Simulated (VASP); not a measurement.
OSZICAR of a VASP run on CaO (rock salt):

OSZICAR:
```
       N       E                     dE             d eps       ncg     rms          rms(c)
DAV:   1     0.134487968963E+03    0.13449E+03   -0.87022E+03   848   0.135E+03
DAV:   2    -0.712489247119E+01   -0.14161E+03   -0.13447E+03   972   0.334E+02
DAV:   3    -0.136688429014E+02   -0.65440E+01   -0.64967E+01  1092   0.759E+01
DAV:   4    -0.138485438378E+02   -0.17970E+00   -0.17958E+00  1164   0.115E+01
DAV:   5    -0.138515310941E+02   -0.29873E-02   -0.29871E-02  1064   0.134E+00    0.859E+00
DAV:   6    -0.121727094871E+02    0.16788E+01   -0.86535E+00   976   0.275E+01    0.360E+00
DAV:   7    -0.121504361414E+02    0.22273E-01   -0.70194E-01  1136   0.821E+00    0.177E+00
DAV:   8    -0.121650072579E+02   -0.14571E-01   -0.89166E-02   900   0.343E+00    0.470E-01
DAV:   9    -0.121633092900E+02    0.16980E-02   -0.30053E-02  1048   0.146E+00    0.140E-01
DAV:  10    -0.121640328524E+02   -0.72356E-03   -0.26110E-03   932   0.516E-01    0.255E-02
DAV:  11    -0.121641208213E+02   -0.87969E-04   -0.42275E-04  1124   0.172E-01    0.303E-02
DAV:  12    -0.121641076328E+02    0.13189E-04   -0.66534E-05   976   0.913E-02    0.550E-03
DAV:  13    -0.121641073035E+02    0.32933E-06   -0.42307E-06  1028   0.225E-02
   1 F= -.12164107E+02 E0= -.12164107E+02  d E =-.121641E+02
       N       E                     dE             d eps       ncg     rms          rms(c)
DAV:   1    -0.125691827710E+02   -0.40508E+00   -0.10414E+01   900   0.393E+01    0.424E+00
DAV:   2    -0.122500151942E+02    0.31917E+00   -0.13259E+00   956   0.109E+01    0.170E+00
DAV:   3    -0.121856039251E+02    0.64411E-01   -0.14744E-01  1384   0.479E+00    0.688E-01
DAV:   4    -0.121771671140E+02    0.84368E-02   -0.72219E-02  1344   0.243E+00    0.236E-01
DAV:   5    -0.121775108993E+02   -0.34379E-03   -0.67013E-04  1048   0.295E-01    0.215E-01
DAV:   6    -0.121801638509E+02   -0.26530E-02   -0.30892E-03  1348   0.368E-01    0.699E-02
DAV:   7    -0.121802349899E+02   -0.71139E-04   -0.25082E-04  1388   0.158E-01    0.768E-03
DAV:   8    -0.121802453538E+02   -0.10364E-04   -0.21398E-05  1364   0.312E-02    0.256E-03
DAV:   9    -0.121802479313E+02   -0.25776E-05   -0.11826E-06   892   0.664E-03    0.104E-03
DAV:  10    -0.121802480646E+02   -0.13322E-06   -0.18637E-07   424   0.327E-03
   2 F= -.12180248E+02 E0= -.12180248E+02  d E =-.161408E-01
       N       E                     dE             d eps       ncg     rms          rms(c)
DAV:   1    -0.122087531628E+02   -0.28505E-01   -0.68571E-01   908   0.986E+00    0.111E+00
DAV:   2    -0.121866418736E+02    0.22111E-01   -0.85352E-02   916   0.280E+00    0.427E-01
DAV:   3    -0.121825509709E+02    0.40909E-02   -0.95661E-03  1428   0.125E+00    0.170E-01
DAV:   4    -0.121820621793E+02    0.48879E-03   -0.39690E-03  1344   0.581E-01    0.514E-02
DAV:   5    -0.121820893343E+02   -0.27155E-04   -0.37731E-05  1040   0.715E-02    0.466E-02
DAV:   6    -0.121822892800E+02   -0.19995E-03   -0.21286E-04  1344   0.835E-02    0.188E-02
DAV:   7    -0.121823066253E+02   -0.17345E-04   -0.15435E-05  1388   0.352E-02    0.400E-03
DAV:   8    -0.121823054912E+02    0.11342E-05   -0.53886E-07   584   0.625E-03    0.109E-03
DAV:   9    -0.121823053641E+02    0.12706E-06   -0.37699E-07   428   0.493E-03
   3 F= -.12182305E+02 E0= -.12182305E+02  d E =-.181981E-01
```

Problem. Which electronic solver shows in the log?

Solution. It is blocked Davidson (ALGO = Normal, or the opening steps of other solvers). The INCAR had ALGO = Normal.

Problem. Can the final energy be trusted as converged?

Solution. The calculation finished and met its thresholds. It stopped with EDIFF = 1E-6, NELM = 100, NSW = 60 and EDIFFG = -0.01 after 3 ionic steps (revPBE GGA, plane waves, VASP's PBE PAW potentials (set 64)). Energy and stress use the plane-wave basis of the starting cell.

The compound is CaO in the rock salt structure. This run relaxes it. Symmetry was kept, so distortions that lower it aren't found.
